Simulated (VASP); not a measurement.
Given:

```xyz
2
Lattice="3.5538 -1.8874 -0.0435 3.5538 1.8874 -0.0435 2.5897 0.0000 3.0801" Properties=species:S:1:pos:R:3 pbc="T T T"
As     2.2247     0.0000     0.6867
As     7.4726     0.0000     2.3064
```

Calculation: MS2 meta-GGA, VASP's PBE PAW potentials (set 64) (plane waves; VASP 6.6.1). Run with 520 eV cut-off, 11×11×11 Γ-centred mesh, first-order Methfessel-Paxton smearing of 0.10 eV, potentials As.

### Question
What does the run give for the energy per atom (σ→0), band gap (on the k-mesh) with the smallest direct gap where there is one?

### Answer

| Property | Result |
|---|---|
| band gap (on the k-mesh) | none (metal, semimetal or under 0.01 eV) |
| energy per atom (σ→0) | -5.698 eV/atom |

The compound is As in the a7 structure. It was relaxed first. The start is the result of an earlier pass.
